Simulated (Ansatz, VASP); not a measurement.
**Two plane-wave programs on In3S2**

```
In S
1.0
     4.97909    0.00000    0.00000
     0.00000    4.97909    0.00000
     0.00000    0.00000    5.85847
In S
3 2
Cartesian
  0.0000 0.0000 0.0000
  0.0000 0.0000 2.9292
  2.4895 2.4895 2.9292
  2.4895 2.4895 1.0042
  2.4895 2.4895 4.8543
```

Alike in both runs: task single point; functional PBE; k mesh 4 × 4 × 4; occupations gaussian, width 0.1 eV; no spin polarisation.

```csv
,VASP,Ansatz
version,VASP 6.6.1,Ansatz 0.2.0
potentials or method,"VASP PAW PBE potentials, release 64 (In_d, S)","scalar-relativistic, plane waves, PAW"
plane-wave cutoff (eV),520,420
valence electrons in the cell,51,51
```

```csv
,VASP,Ansatz,Ansatz less VASP
gap on the k mesh at the Fermi level (eV),none,none,-
pressure (GPa),22.9,23.5,+0.66
largest component of the traceless stress (GPa),46.79,48.04,+1.249
rms of the force components (eV/Å),3.161,3.299,+0.1381
```

Atom by atom the forces differ by 0.138 eV/Å (rms over components). A gap of «none» marks a metal or a gap that the smearing closes. With one functional, cell and mesh, what is left measures potentials, basis and numerics.

Caveats: so large a pressure means that the cell lies far from this level's equilibrium, or that cutoff or potentials fall short (VASP); forces of over 1 eV/Å show positions far from the minimum, so gaps and moduli don't describe the material at rest.
